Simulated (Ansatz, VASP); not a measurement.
# Cross-check of Mo2CO2 between VASP and Ansatz, part 2 of 2

One calculation is typed for both programs; each brings its own data sets. How far apart do they land? The structure shown is the start of the Ansatz relaxation below; VASP solves that cell, so the two are compared at the walk's first step.

VASP 6.6.1 and Ansatz 0.2.0.

So far. Step 3 (VASP: single point, PBE, start cell, pair 1): The run ends at a pressure of 7.91 GPa, with forces up to 3.2 eV/Å.

## 6. VASP: single point, PBE, start cell, pair 2

Level of this step: PBE, no spin polarisation; plane waves and PAW (C, Mo_sv, O) (VASP).

The same cell, functional, mesh and smearing now go to VASP, with its own data sets.

INCAR reads:

```
SYSTEM = Mo2CO2
PREC = Accurate
ENCUT = 520
EDIFF = 1E-06
NELM = 120
ISMEAR = 0
SIGMA = 0.1
LREAL = .FALSE.
ALGO = Normal
GGA = PE
NBANDS = 28
LASPH = .TRUE.
LORBIT = 11
LWAVE = .FALSE.
LCHARG = .FALSE.
ISIF = 2
LDIPOL = .TRUE.
IDIPOL = 3
DIPOL = 0.5 0.5 0.307
LVHAR = .TRUE.
GGA_COMPAT = .FALSE.
NELMDL = -8
KPAR = 2
```

POSCAR reads:

```
Mo2CO2
1.0
    3.0937350000      0.0000000000      0.0000000000
   -1.5468680000      2.6792530000      0.0000000000
    0.0000000000      0.0000000000     32.6000000000
C Mo O
1 2 2
Direct
    0.0000000000      0.0000000000      0.3067484663
    0.3333335033      0.6666667911      0.3409707669
    0.6666668199      0.3333332089      0.2725261656
    0.6666668199      0.3333332089      0.3752929141
    0.3333335033      0.6666667911      0.2382040184
```

KPOINTS reads:

```
Automatic mesh
0
Gamma
15 15 1
0 0 0
```

The projector-augmented-wave data sets are C, Mo_sv and O (PBE family, release 64).

Command:

```
mpirun -np 2 vasp_std
```

Numbers of over 12 decimals in the logs are rounded to 6 here.

The program printed:

```text
[... set-up lines as in an earlier step ...]
 entering main loop
       N       E                     dE             d eps       ncg     rms          rms(c)
DAV:   1     0.407046905488E+03    0.40705E+03   -0.24431E+04  1968   0.128E+03
DAV:   2    -0.202118615404E+02   -0.42726E+03   -0.42090E+03  1976   0.343E+02
DAV:   3    -0.545172639895E+02   -0.34305E+02   -0.33622E+02  1748   0.938E+01
DAV:   4    -0.555952344711E+02   -0.10780E+01   -0.10664E+01  2024   0.161E+01
[...]
DAV:  23    -0.455552776661E+02   -0.73673E-05   -0.23113E-07  1040   0.179E-03    0.552E-04
DAV:  24    -0.455552802089E+02   -0.25428E-05   -0.69014E-08   904   0.109E-03    0.151E-04
DAV:  25    -0.455552810963E+02   -0.88742E-06   -0.24064E-08   840   0.677E-04
   1 F= -.45555281E+02 E0= -.45549204E+02  d E =-.121547E-01
```

From OUTCAR (step 6):

```text
  Total        0.2292408      0.2292408      0.0837761     -0.0000000      0.0000000      0.0000000
  in kB        1.3592149      1.3592148      0.4967256     -0.0000003      0.0000000      0.0000000
  external PRESSURE =       1.0717184 kB  Pullay stress =       0.0000000 kB

 POSITION                                       TOTAL-FORCE (eV/Angst)
 -----------------------------------------------------------------------------------
      0.00000      0.00000     10.00000        -0.000000      0.000000     -0.000000
      0.00000      1.78617     11.11565        -0.000000      0.000000      0.065420
      1.54687      0.89308      8.88435         0.000000     -0.000000     -0.065420
      1.54687      0.89308     12.23455        -0.000000      0.000000      0.000287
      0.00000      1.78617      7.76545         0.000000      0.000000     -0.000287
 -----------------------------------------------------------------------------------
    total drift:                               -0.002778      0.000000     -0.000138

  FREE ENERGIE OF THE ION-ELECTRON SYSTEM (eV)
  ---------------------------------------------------
  free  energy   TOTEN  =       -45.5552810963 eV

  energy  without entropy=      -45.5431263635  energy(sigma->0) =      -45.54920373

[... 3 further parts left out ...]
[key lines of the parts left out:]
E-fermi :  -3.1996
```

The run ends at a pressure of 0.11 GPa, with forces up to 0.065 eV/Å.

## 7. Comparison

What differs besides the data sets and the points named for the pairs above, as far as they apply: the cutoff is 420 eV in Ansatz and 520 eV in VASP. Total energies have different zeros and are not compared.

Forces (eV/Å; atoms numbered as in POSCAR):

| atom | Ansatz x, y, z | VASP x, y, z |
| --- | --- | --- |
| C1 | 0.000, 0.000, 0.000 | 0.000, 0.000, 0.000 |
| Mo2 | 0.000, 0.000, 0.054 | 0.000, 0.000, 0.065 |
| Mo3 | 0.000, 0.000, -0.054 | 0.000, 0.000, -0.065 |
| O4 | 0.000, 0.000, -0.032 | 0.000, 0.000, 0.000 |
| O5 | 0.000, 0.000, 0.032 | 0.000, 0.000, 0.000 |

The forces differ by 13 meV/Å r.m.s., which is 53.2 % of the r.m.s. force of 0.024 eV/Å (both taken over all components). With vacuum in the cell, a pressure given here is an average over mostly empty space and none of the material.

## 8. Ansatz: relaxation, PBE

The two programs are compared at the cell with which this relaxation starts, whose forces are those of its first step. This pair takes another cell of the material, with 10 atoms against 5 for the pair before.

The structure compared here is the start of the Ansatz relaxation; VASP solves that cell, so the two are compared at the walk's first step.

input.yaml reads:

```yaml
crystal:
  lattice:
    - [3.0933938177, 0.0, 0.0]
    - [0.0, 5.3579152601, 0.0]
    - [0.0, 0.0, 32.6]
  atoms:
    - { symbol: C, position: [-0.0258615633, 0.0, 0.3067484663] }
    - { symbol: C, position: [0.5258615633, 0.5, 0.3067484663] }
    - { symbol: Mo, position: [0.024371171, 0.3333333333, 0.3409941963] }
    - { symbol: Mo, position: [0.475628829, 0.8333333333, 0.3409941963] }
    - { symbol: Mo, position: [0.475628829, 0.1666666667, 0.2725027363] }
    - { symbol: Mo, position: [1.024371171, 0.6666666667, 0.2725027363] }
    - { symbol: O, position: [0.5072966036, 0.1666666667, 0.3752807339] }
    - { symbol: O, position: [0.9927033964, 0.6666666667, 0.3752807339] }
    - { symbol: O, position: [-0.0072966036, 0.3333333333, 0.2382161987] }
    - { symbol: O, position: [0.5072966036, 0.8333333333, 0.2382161987] }
  periodic: [true, true, false]
kpoints:
  mp_grid: { grid: [12, 8, 1] }
hamiltonian:
  xc: pbe
  pseudopotentials: { kind: paw, azcp: { folder: soft_1 } }
scf:
  occupations: { method: methfessel_paxton, width: 0.2 }
output:
  forces: true
  stress: true
  eigenvalues: true
  write_density: true
  write_potential: true
  elf: true
  volumetric_format: npy
relax:
  adjacent_minimum: "off"
  f_tol: 0.002
  max_steps: 120
  cell: { stress_2d_tol: 0.005 }
```

Command:

```
ansatz run input.yaml --threads 4 --pin off --max-ram 16384MiB --backend cpu --events-out ev --progress --plain --runs-dir out
```

The program printed:

```text
[...]
Crystal: 10 atoms, lattice volume = 540.317 Å³
Basis set: ecut = 420 eV, 10567 PW (Γ), exchange–correlation on 48×72×450 points (8 copies of the dense FFT grid, shifted against one another)
Bands: 54, of which v1, the nominal top of the filled ones, is band 44 counted from 1 (43 counted from 0)
Symmetry: 4 space group operations
[...]
k-points: 35 of 96
[...]
- { symbol: Mo, position: [0.044560, 0.339048, 0.341338] }
    - { symbol: Mo, position: [0.455440, 0.839048, 0.341338] }
    - { symbol: Mo, position: [0.455440, 0.160952, 0.272159] }
    - { symbol: Mo, position: [1.044560, 0.660952, 0.272159] }
    - { symbol: O, position: [0.518215, 0.170218, 0.374970] }
    - { symbol: O, position: [0.981785, 0.670218, 0.374970] }
    - { symbol: O, position: [-0.018215, 0.329782, 0.238527] }
    - { symbol: O, position: [0.518215, 0.829782, 0.238527] }
[key lines of the parts left out:]
SCF converged after 7 iterations
Free energy (F): -22595.045495 eV
Fermi energy:    -6.245039 eV
P = ½ c Tr σ = 0.0028 N/m
```

## 9. VASP: single point, PBE, start cell, pair 3

The same cell, functional, mesh and smearing now go to VASP, with its own data sets.

Changes to INCAR since step 6:

```diff
@@ -5,4 +5,4 @@
 NELM = 120
-ISMEAR = 0
-SIGMA = 0.1
+ISMEAR = 1
+SIGMA = 0.2
 LREAL = .FALSE.
@@ -10,3 +10,3 @@
 GGA = PE
-NBANDS = 28
+NBANDS = 54
 LASPH = .TRUE.
```

POSCAR reads:

```
Mo2CO2
1.0
    3.0933940000      0.0000000000      0.0000000000
    0.0000000000      5.3579150000      0.0000000000
    0.0000000000      0.0000000000     32.6000000000
C Mo O
2 4 4
Direct
    0.9741384382      0.0000000000      0.3067484663
    0.5258615618      0.5000000933      0.3067484663
    0.0243712893      0.3333333955      0.3409942025
    0.4756287107      0.8333333022      0.3409942025
    0.4756287107      0.1666666978      0.2725027301
    0.0243709660      0.6666667911      0.2725027301
    0.5072965164      0.1666666978      0.3752807362
    0.9927034836      0.6666667911      0.3752807362
    0.9927034836      0.3333333955      0.2382161963
    0.5072965164      0.8333333022      0.2382161963
```

KPOINTS reads:

```
Automatic mesh
0
Gamma
12 8 1
0 0 0
```

Command:

```
mpirun -np 2 vasp_std
```

The program printed:

```text
[banner, memory and clock lines left out]
running    2 mpi-ranks, on    1 nodes
[...]
LDA part: xc-table for (Slater+PW92), standard interpolation
 POSCAR, INCAR and KPOINTS ok, starting setup
[...]
entering main loop
       N       E                     dE             d eps       ncg     rms          rms(c)
DAV:   1     0.813001776405E+03    0.81300E+03   -0.48681E+04  5084   0.133E+03
DAV:   2    -0.299640843638E+02   -0.84297E+03   -0.82979E+03  4994   0.350E+02
DAV:   3    -0.108208294207E+03   -0.78244E+02   -0.76886E+02  4338   0.997E+01
DAV:   4    -0.111125466582E+03   -0.29172E+01   -0.28875E+01  4994   0.184E+01
[...]
DAV:  25    -0.911460808681E+02   -0.16377E-05   -0.55086E-08  2046   0.691E-04    0.224E-04
DAV:  26    -0.911460826975E+02   -0.18294E-05   -0.69775E-08  2118   0.668E-04    0.129E-04
DAV:  27    -0.911460831625E+02   -0.46501E-06   -0.23547E-08  1998   0.349E-04
   1 F= -.91146083E+02 E0= -.91146728E+02  d E =0.193566E-02
```

From OUTCAR (step 9):

```text
  Total        1.6720255     -0.2928187      0.0415992      0.0000000     -0.6589441      0.0000000
  in kB        4.9579805     -0.8682818      0.1233523      0.0000000     -1.9539367      0.0000000
  external PRESSURE =       1.4043504 kB  Pullay stress =       0.0000000 kB

 POSITION                                       TOTAL-FORCE (eV/Angst)
 -----------------------------------------------------------------------------------
      3.01339      0.00000     10.00000         0.061368      0.000000      0.000000
      1.62670      2.67896     10.00000        -0.061368      0.000000     -0.000000
      0.07539      1.78597     11.11641         0.140553      0.014244      0.091953
      1.47131      4.46493     11.11641        -0.140553      0.014244      0.091953
      1.47131      0.89299      8.88359        -0.140553     -0.014244     -0.091953
      0.07539      3.57194      8.88359         0.140553     -0.014244     -0.091953
      1.56927      0.89299     12.23415         0.035395     -0.080240     -0.026976
      3.07082      3.57194     12.23415        -0.035395     -0.080240     -0.026976
      3.07082      1.78597      7.76585        -0.035395      0.080240      0.026976
      1.56927      4.46493      7.76585         0.035395      0.080240      0.026976
 -----------------------------------------------------------------------------------
    total drift:                                0.001184     -0.002831     -0.000204

  FREE ENERGIE OF THE ION-ELECTRON SYSTEM (eV)
  ---------------------------------------------------
  free  energy   TOTEN  =       -91.1460831625 eV

  energy  without entropy=      -91.1480188210  energy(sigma->0) =      -91.14672838

[... 3 further parts left out ...]
[key lines of the parts left out:]
E-fermi :  -3.1367
```

The run ends at a pressure of 0.14 GPa, with forces up to 0.17 eV/Å.

## 10. Comparison

Forces (eV/Å; atoms numbered as in POSCAR):

```csv
atom,"Ansatz x, y, z","VASP x, y, z"
C1,"0.064, 0.000, 0.000","0.061, 0.000, 0.000"
C2,"-0.064, 0.000, 0.000","-0.061, 0.000, 0.000"
Mo3,"0.150, 0.013, 0.080","0.141, 0.014, 0.092"
Mo4,"-0.150, 0.013, 0.080","-0.141, 0.014, 0.092"
Mo5,"-0.150, -0.013, -0.080","-0.141, -0.014, -0.092"
Mo6,"0.150, -0.013, -0.080","0.141, -0.014, -0.092"
O7,"0.030, -0.080, -0.060","0.035, -0.080, -0.027"
O8,"-0.030, -0.080, -0.060","-0.035, -0.080, -0.027"
O9,"-0.030, 0.080, 0.060","-0.035, 0.080, 0.027"
O10,"0.030, 0.080, 0.060","0.035, 0.080, 0.027"
```

The forces differ by 14 meV/Å r.m.s., which is 18.8 % of the r.m.s. force of 0.072 eV/Å (both taken over all components). With vacuum in the cell, a pressure given here is an average over mostly empty space and none of the material.

## 11. Results

- r.m.s. force difference (single point, PBE, start cell, pair 1): 1.2 % of the r.m.s. force
- r.m.s. force difference (single point, PBE, start cell, pair 2): 13 meV/Å
- r.m.s. force difference (single point, PBE, start cell, pair 3): 14 meV/Å

In words: The r.m.s. force difference is 14 meV/Å (single point, PBE, start cell, pair 3), beyond the 12 meV/Å picked in this series as the mark of a large difference. What causes the difference of the single point, PBE, start cell, pair 2 pair stays open here. What causes the difference of the single point, PBE, start cell, pair 3 pair stays open here. 5 further runs of this series are not shown here. How closely two codes agree says nothing of how well the functional describes the real material.

[Lines on the potential files, build, host, timing and source positions are cut from VASP's logs without a mark.]

[Logs are printed without paths, hosts, clocks, repeated set-up lines and the standing remarks that a program may print on its own settings, such as how far it seeks lower states.]

[Hosts, paths, dates, database ids (printed as entryN), source tags and the programs' standing remarks are cut or masked in the printed files.]
